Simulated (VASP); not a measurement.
Given:

```
CELL_PARAMETERS angstrom
      3.98488     0.00000     0.00000
     -1.99244     3.45101     0.00000
      0.00000     0.00000     3.85683
ATOMIC_POSITIONS crystal
  Dy 0.66667 0.33333 0.50000
  Ni 0.33333 0.66667 0.00000
  As 0.00000 0.00000 0.00000
```

Computed with PBEsol GGA, VASP's PBE PAW potentials (set 64) (plane waves; VASP). Run with 400 eV cut-off, 10×10×9 Γ-centred mesh, tetrahedra with Blöchl corrections, potentials Dy_3 Ni As.

The 4f electrons are frozen in the core of the lanthanide potential, so 4f levels, which can set the real gap, and their magnetism are missing.

**Question.** The job: DyNiAs (space group P-6m2), 3 atoms, PBEsol, static run, 400 eV, 10×10×9 Γ-centred mesh. Roughly how much core time does it take on a busy server core?

**Answer.** About 90 core-seconds (one run on a shared machine, a rough figure). It had 70 irreducible k-points, 16 bands, up to 982 plane waves and 20 electronic steps.

The structure comes from a computed database's DyNiAs entry (P-6m2); how it stands against other phases isn't given here. It was relaxed first.
